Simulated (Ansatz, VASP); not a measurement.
## Ti (Titanium) in two plane-wave programs

Aim: how closely do two programs agree when they are given the same cell, functional and k mesh?

Program: Ansatz 0.2.0. Level of theory: plane waves, with VASP 6.6.1 beside it; single point at LDA. Results are calculated unless marked as measured.

This is not the structure that Ti takes at ambient pressure and room temperature (hexagonal, No. 194); it is a model or a phase of other conditions.

**1. The starting structure**

It takes space group Im-3m (No. 229, cubic). Conventional cell: a = 3.282 Å, b = 3.282 Å, c = 3.282 Å, α = 90.00°, β = 90.00°, γ = 90.00°. Nearest to Ti lie 8 Ti at 2.84 Å.

**2. Ansatz: single point, LDA**

Ansatz runs on its default PAW (the set named soft_2) files.

With cell and atoms fixed, the geometry can't cause a difference; cores, projectors, grids and the points listed under the comparison can.

File input.yaml:

```yaml
crystal:
  lattice:
    - [-1.641, 1.641, 1.641]
    - [1.641, -1.641, 1.641]
    - [1.641, 1.641, -1.641]
  atoms:
    - { symbol: Ti, position: [0.0, 0.0, 0.0] }
hamiltonian:
  xc: lda
  pseudopotentials: { kind: paw }
kpoints:
  mp_grid: { grid: [10, 10, 10] }
scf:
  occupations: { method: fermi_dirac, width: 0.05 }
  n_extra_bands: 4
output:
  forces: true
  stress: true
  eigenvalues: true
```

Command:

```
$ ansatz run input.yaml --threads 2 --pin off --max-ram 4608MiB --backend cpu --events-out ev --progress --plain --runs-dir out
```

Numbers of over 12 decimals in the logs are rounded to 6 here.

The log of the run:

```text
scf.n_extra_bands = 4 over 6 filled bands (N_el = 12.0): the run solves 10 bands
Engine: ansatz 0.2.0, x86_64-unknown-linux-gnu
Pseudopotentials: kind: paw
Pseudopotential: Ti, paw, valence charge 12, recommended cutoff 420 eV (normal), Ti.paw.azcp
Functional definition: SPW92
  exchange = slater_x
  correlation = pw_c
Crystal: 1 atoms, lattice volume = 17.676 Å³
Basis set: ecut = 420 eV, 369 PW (Γ)
Bands: 10, of which v1, the nominal top of the filled ones, is band 6 counted from 1 (5 counted from 0)
Symmetry: 48 space group operations
Space group: Im-3m (ITA 229), of the structure as read, at distance tolerance 2.6e-5 Å
k-points: 47 of 1000
Non-local potential: Ti, projectors of the file, l = 0: 3, l = 1: 2, l = 2: 3, l = 3: 1
PAW form: soft (Blöchl's): semilocal exchange-correlation on the pseudo side does not see the compensation charge
PAW frozen core: Ti, regenerated for the run's functional, and the local potential with it (the file was generated under x = pbe(κ = 0.804, μ = 0.219515), c = pbe(β = 0.066725))
PAW one-centre angular grid: Ti, 590 points (default); XC on 64 Gauss nodes
Initial density: superposition of atomic densities (neutral atoms: chi_scale 0, normalization atom), corrected by the library's trained network
Initial wavefunctions: pseudopotential atomic-orbital guess
Functional: x = slater, c = lda
SCF iter   1: F=—  HF=-2450.155244 eV  |F-HF|=—  |Δ(HF+E_count)|=         —  Δρ=5.49e-3  dr2=3.11e-3  ethr=1.77e-3  ⟨swp⟩=4.7  Hψ=2517  notcnv=0
preconditioner: auto → none  [metal: Δε(μ)=0.046 eV  Ē_g=4.023 eV  σ=0.050 eV  W_gap=0.22  n_scr=0 (ndim 8)  ℏωp=17.7 eV  f_vac=0.000  D(μ)=2.04/eV (n_scr^D=18)]
SCF iter   2: F=—  HF=-2450.154760 eV  |F-HF|=—  |Δ(HF+E_count)|=   4.84e-4  Δρ=2.73e-3  dr2=6.20e-4  ethr=2.59e-5  ⟨swp⟩=1.0  Hψ=846  notcnv=0
SCF iter   3: F=—  HF=-2450.154779 eV  |F-HF|=—  |Δ(HF+E_count)|=   1.92e-5  Δρ=8.90e-4  dr2=1.43e-4  ethr=5.16e-6  ⟨swp⟩=3.0  Hψ=902  notcnv=0
SCF iter   4: F=—  HF=-2450.154730 eV  |F-HF|=—  |Δ(HF+E_count)|=   4.94e-5  Δρ=1.01e-4  dr2=5.05e-7  ethr=1.19e-6  ⟨swp⟩=2.8  Hψ=770  notcnv=0
SCF iter   5: F=—  HF=-2450.154728 eV  |F-HF|=—  |Δ(HF+E_count)|=   1.82e-6  Δρ=1.45e-5  dr2=4.23e-8  ethr=4.21e-9  ⟨swp⟩=2.1  Hψ=747  notcnv=0
SCF iter   6: F=-2450.154728 eV  HF=-2450.154728 eV  |F-HF|=1.36e-12  |Δ(HF+E_count)|=   1.30e-8  Δρ=5.77e-7  dr2=1.51e-11  ethr=3.52e-10  ⟨swp⟩=2.0  Hψ=1472  notcnv=0
SCF 1 converged in 6 iterations: F = -2450.154728 eV  dr2 = 1.51e-11
  greatest PAW one-centre occupation: 0.999 electrons in one spin orbital (limit 2), on the Ti atom at site 0 (counted from 0), in its partial waves of l = 0
SCF converged after 6 iterations
Free energy (F): -2450.154728 eV
Harris-Foulkes:  -2450.154728 eV  (|F-HF|=1.36e-12)
Internal energy: -2450.137184 eV  (E = F + TS)
E sigma→0 (E₀):  -2450.145956 eV
Entropy (-TS):   -0.017544 eV (-17.544 meV/atom)
Fermi energy:    12.541577 eV
--- Per-component energies (eV) ---
  E_band       = -161.103673
  E_kinetic    = 271.876183
  E_local      = -827.109773  (includes V_loc(G=0)·N_el)
  E_nonlocal   = 12.375433
  E_hartree    = 337.310682
  E_xc         = -96.227982
  E_vxc        = -121.074121  (∫ρ·V_xc dr)
  E_paw        = -999.064272  (= ΣΔE_a)
  E_vpaw       = -171.792951  (= ΣTr[D̂ρ^β])
  E_aug_tail   = 0.000102  (compensation charges beyond the density's cutoff)
  E_ewald      = -1149.623506
  E_core_change = 0.325950  (= ΣΔE_core)
  E_smearing   = -0.017544  (= −TS)
  E_closure    = -0.000000  (closes the sum)
  Σ components = -2450.154728   (vs F -2450.154728, Δ=0.00e0)
--- Forces (eV/Å), atoms counted from 1 ---
  atom   1  Ti     0.00000000    -0.00000000    -0.00000000
  max |Σ_I F_I| component: 1.54e-32 eV/Å
--- Stress (GPa, compression-positive) ---
      -10.859854      -0.000000       0.000000
       -0.000000     -10.859854       0.000000
       -0.000000      -0.000000     -10.859854
  P = ⅓ Tr σ = -10.8599 GPa (-108.599 kbar)
--- Band table (eV; the first three rows and the last of 47) ---
  k-point 0: bands = ["-43.4078", "-19.5889", "-19.5889", "-19.5889", "6.7121", "13.4794", "13.4794", "13.4794", "15.2199", "15.2199"]
  k-point 1: bands = ["-43.3956", "-19.6542", "-19.6091", "-19.5893", "7.0459", "13.3318", "13.4305", "13.7227", "15.0632", "15.2302"]
  k-point 2: bands = ["-43.3635", "-19.8223", "-19.6616", "-19.5903", "7.9660", "12.9675", "13.1699", "14.4062", "14.9045", "15.2759"]
  k-point 46: bands = ["-43.1879", "-20.0417", "-20.0417", "-20.0417", "10.4973", "10.4973", "16.3762", "16.3762", "16.3762", "20.7816"]
```

Run time: 0.45 s. Hardware: 2 threads of Intel Xeon Platinum 8488C (Sapphire Rapids), shared host; peak memory 0.3 GiB.

Reading the cycles: dr2 is the Hartree energy of the density residual (eV), the measure of convergence; HF is the Harris–Foulkes estimate of the energy, which meets the free energy F at convergence.

The run ends at a pressure of -10.86 GPa.

**3. VASP: single point, LDA**

The same cell, functional (in two slightly different forms), mesh and smearing now go to VASP, with its own data sets and cutoff.

Lines of VASP's logs that name or quote its potential files are left out, and so is its time.

File INCAR:

```
SYSTEM = Ti
PREC = Accurate
ENCUT = 400
EDIFF = 1E-06
NELM = 100
ISMEAR = -1
SIGMA = 0.05
LREAL = .FALSE.
ALGO = Normal
GGA = CA
NBANDS = 8
LASPH = .TRUE.
LORBIT = 11
LWAVE = .FALSE.
LCHARG = .FALSE.
KPAR = 2
ISIF = 2
```

File POSCAR:

```
Ti
1.0
   -1.6410000000      1.6410000000      1.6410000000
    1.6410000000     -1.6410000000      1.6410000000
    1.6410000000      1.6410000000     -1.6410000000
Ti
1
Direct
    0.0000000000      0.0000000000      0.0000000000
```

File KPOINTS:

```
Automatic mesh
0
Gamma
10 10 10
0 0 0
```

The projector-augmented-wave data sets are Ti (PBE family, release 64).

Command:

```
$ mpirun -np 2 vasp_std
```

The log of the run:

```text
[banner, memory and clock lines left out]
running    2 mpi-ranks, on    1 nodes
 distrk:  each k-point on    1 cores,    2 groups
 distr:  one band on    1 cores,    1 groups

 POSCAR found type information on POSCAR Ti
 POSCAR found :  1 types and       1 ions
|                                                                             |
|               ----> ADVICE to this user running VASP <----                  |
|                                                                             |
|     You enforced a specific xc type in the INCAR file but a different       |
|     [... a line on the potential file left out ...]
|     I HOPE YOU KNOW WHAT YOU ARE DOING!                                     |
|                                                                             |

 LDA part: xc-table for (Slater(with rela. corr.)+CA(PZ))
 , standard interpolation
 POSCAR, INCAR and KPOINTS ok, starting setup
 FFT: planning ... GRIDC
 FFT: planning ... GRID_SOFT
 FFT: planning ... GRID
 WAVECAR not read
 entering main loop
       N       E                     dE             d eps       ncg     rms          rms(c)
DAV:   1    -0.403412669902E+01   -0.40341E+01   -0.15709E+03   776   0.343E+02
DAV:   2    -0.954100351450E+01   -0.55069E+01   -0.50871E+01   752   0.379E+01
DAV:   3    -0.957215807395E+01   -0.31155E-01   -0.31045E-01   880   0.404E+00
DAV:   4    -0.957218152771E+01   -0.23454E-04   -0.23454E-04   952   0.101E-01
DAV:   5    -0.957218154796E+01   -0.20253E-07   -0.20213E-07   944   0.236E-03    0.108E+01
DAV:   6    -0.848083069932E+01    0.10914E+01   -0.30129E+00   848   0.130E+01    0.258E+00
DAV:   7    -0.840003586292E+01    0.80795E-01   -0.33568E-01   904   0.407E+00    0.216E-01
DAV:   8    -0.839420597715E+01    0.58299E-02   -0.55180E-03   784   0.664E-01    0.184E-01
DAV:   9    -0.839348835014E+01    0.71763E-03   -0.99332E-04   888   0.108E-01    0.322E-02
DAV:  10    -0.839348630003E+01    0.20501E-05   -0.12982E-04   832   0.984E-02    0.832E-03
DAV:  11    -0.839348424281E+01    0.20572E-05   -0.30621E-06   792   0.159E-02    0.722E-04
DAV:  12    -0.839348425412E+01   -0.11313E-07   -0.13999E-08   448   0.844E-04
   1 F= -.83934843E+01 E0= -.83846551E+01  d E =-.176584E-01
```

OUTCAR, selected parts (step 3):

```text
ion  position               nearest neighbor table
   1  0.000  0.000  0.000-

  LATTYP: Found a body centered cubic cell.
 ALAT       =     3.2820000000

 Subroutine GETGRP returns: Found 48 space group operations
 (whereof 48 operations were pure point group operations)

The static configuration has the point symmetry O_h .

 Found     47 irreducible k-points:

   k-points           NKPTS =     47   k-points in BZ     NKDIM =     47   number of bands    NBANDS=      8

   dimension x,y,z NGX =    20 NGY =   20 NGZ =   20
   dimension x,y,z NGXF=    40 NGYF=   40 NGZF=   40

   ENCUT  =  400.0 eV  29.40 Ry    5.42 a.u.   4.64  4.64  4.64*2*pi/ulx,y,z

   NELECT =       4.0000    total number of electrons

 k-points in reciprocal lattice and weights: Automatic mesh
   0.00000000  0.00000000  0.00000000       0.001
   0.10000000  0.00000000  0.00000000       0.012
   0.20000000  0.00000000  0.00000000       0.012
   0.30000000  0.00000000  0.00000000       0.012
   0.40000000  0.00000000  0.00000000       0.012
   0.50000000  0.00000000  0.00000000       0.006
   0.10000000  0.10000000  0.00000000       0.024
   0.20000000  0.10000000  0.00000000       0.048
   0.30000000  0.10000000  0.00000000       0.048
[...]
0.50000000  0.50000000  0.40000000       0.012
   0.50000000  0.50000000  0.50000000       0.001

 average (electrostatic) potential at core
       1 -26.3500

 E-fermi :   2.4289

 k-point     1 :       0.0000    0.0000    0.0000
  band No.  band energies     occupation
      1      -3.3648      2.00000
      2       3.3486      0.00000
      3       3.3486      0.00000
      4       3.3486      0.00000
      5       5.0734      0.00000
      6       5.0734      0.00000
    ...

 k-point     2 :       0.1000    0.0000    0.0000
  band No.  band energies     occupation
      1      -3.0328      2.00000
      2       3.2037      0.00000
      3       3.3024      0.00000
      4       3.5921      0.00000
      5       4.9217      0.00000
      6       5.0848      0.00000
    ...

 k-point     3 :       0.2000    0.0000    0.0000
  band No.  band energies     occupation
      1      -2.1143      2.00000
      2       2.8444      0.00049
      3       3.0512      0.00001
      4       4.2737      0.00000
      5       4.7656      0.00000
      6       5.1319      0.00000
    ...

  Total       -1.2683568     -1.2683568     -1.2683568      0.0000000      0.0000000     -0.0000000
  in kB     -114.9651681   -114.9651681   -114.9651681      0.0000000      0.0000000     -0.0000000
  external PRESSURE =    -114.9651681 kB  Pullay stress =       0.0000000 kB

  energy-cutoff  :      400.00
  volume of cell :       17.68
      direct lattice vectors                 reciprocal lattice vectors
    -1.641000000  1.641000000  1.641000000     0.000000000  0.304692261  0.304692261
     1.641000000 -1.641000000  1.641000000     0.304692261  0.000000000  0.304692261
     1.641000000  1.641000000 -1.641000000     0.304692261  0.304692261  0.000000000

 POSITION                                       TOTAL-FORCE (eV/Angst)
 -----------------------------------------------------------------------------------
      0.00000      0.00000      0.00000         0.000000      0.000000      0.000000
 -----------------------------------------------------------------------------------
    total drift:                                0.000000      0.000000      0.000000

  FREE ENERGIE OF THE ION-ELECTRON SYSTEM (eV)
  ---------------------------------------------------
  free  energy   TOTEN  =        -8.3934842541 eV

  energy  without entropy=       -8.3758258569  energy(sigma->0) =       -8.38465506

 total charge
# of ion       s       p       d       tot
------------------------------------------
    1        0.527   0.532   2.406   3.466

[... 3 further parts left out ...]
```

The k-mesh is coarse for a metal. The PAW data sets were made with PBE, though LDA sets exist; this is a small mismatch. The data set Ti keeps the semicore shell frozen, which is cheaper and a little less accurate.

**4. Comparison**

Known differences besides the potentials themselves: the two LDA forms differ slightly; the data sets hold 12 valence electrons in Ansatz (default PAW (the set named soft_2) files) and 4 in VASP; the cutoff is 420 eV in Ansatz and 400 eV in VASP; Ansatz makes its cores anew for this functional, VASP keeps those of its PBE data sets; VASP's log shows a relativistic correction to its local exchange, Ansatz's none. Total energies have different zeros and are not compared.

Compared:

```csv
quantity,Ansatz,VASP,difference
pressure (GPa),-10.86,-11.50,+0.64
```

**5. Summary of results**

| Property | Result |
| --- | --- |
| difference in pressure (single point, LDA) | 0.64 GPa |

In words: The difference in pressure is 0.64 GPa (single point, LDA), within the 1 GPa picked in this series as the mark of a large difference. How closely two codes agree says nothing of how well the functional describes the real material.

[Lines on the potential files, build, host, timing and source positions are cut from VASP's logs without a mark.]

[Logs are printed without paths, hosts, clocks, repeated set-up lines and the standing remarks that a program may print on its own settings, such as how far it seeks lower states.]

[Hosts, paths, dates, database ids (printed as entryN), source tags and the programs' standing remarks are cut or masked in the printed files.]

[VASP's PBE data sets in a run with another functional are called a small mismatch above; for pressures it isn't always small: they can move by 1 GPa and more.]
